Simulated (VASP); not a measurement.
These are PBEsol GGA, VASP's PBE PAW potentials (set 64) (plane waves; VASP 6.6.1) values and carry that method's errors.

Input for VASP

### POSCAR
```
MgS
3.6612920
  0.0000000000   0.7071067449   0.7071067449
  0.7071067449   0.0000000000   0.7071067449
  0.7071067449   0.7071067449   0.0000000000
Mg S
1 1
Cart
  0.0000000000   0.0000000000   0.0000000000
  0.7071067449   0.7071067449   0.7071067449
```

**INCAR**
```
! general
SYSTEM=MgS
PREC  =Accurate
ENCUT =400
LREAL =.False.
LASPH =.True.

! electronic loop
EDIFF =1E-7
NELM  =100
ALGO  =Normal

! smearing
ISMEAR=-5

! functional
GGA   =PS

! ions
ISIF  =2

! output
LWAVE =.False.
LCHARG=.True.
LORBIT=11
NEDOS =601
```

### KPOINTS
```
Automatic
0
gamma
 10 10 10
0 0 0
```

POTCAR, in this order: Mg S (PBE.64 set). Program: vasp_std.

Task: Estimate the energy per atom (σ→0), band gap (on the k-mesh).

Result: 
The energy per atom (σ→0) is -4.537 eV/atom and the band gap (on the k-mesh) is 2.73 eV.

OSZICAR:
```
...
DAV:   6    -0.911858656964E+01    0.32159E+00   -0.80986E-01   800   0.441E+00    0.315E+00
DAV:   7    -0.907741680566E+01    0.41170E-01   -0.20056E-01  1008   0.232E+00    0.197E+00
DAV:   8    -0.907488277695E+01    0.25340E-02   -0.88114E-03   848   0.750E-01    0.702E-01
DAV:   9    -0.907476498269E+01    0.11779E-03   -0.37937E-04   968   0.152E-01    0.244E-01
DAV:  10    -0.907476956538E+01   -0.45827E-05   -0.46266E-05   984   0.419E-02    0.554E-02
DAV:  11    -0.907477185591E+01   -0.22905E-05   -0.88640E-07  1096   0.807E-03    0.145E-02
DAV:  12    -0.907477181169E+01    0.44222E-07   -0.64041E-08   632   0.149E-03
   1 F= -.90747718E+01 E0= -.90747718E+01  d E =0.000000E+00
```

The structure was generated: MgS was put into the rock salt type (Fm-3m), which need not be its known phase. It was relaxed first, which changed the volume by -7 %.
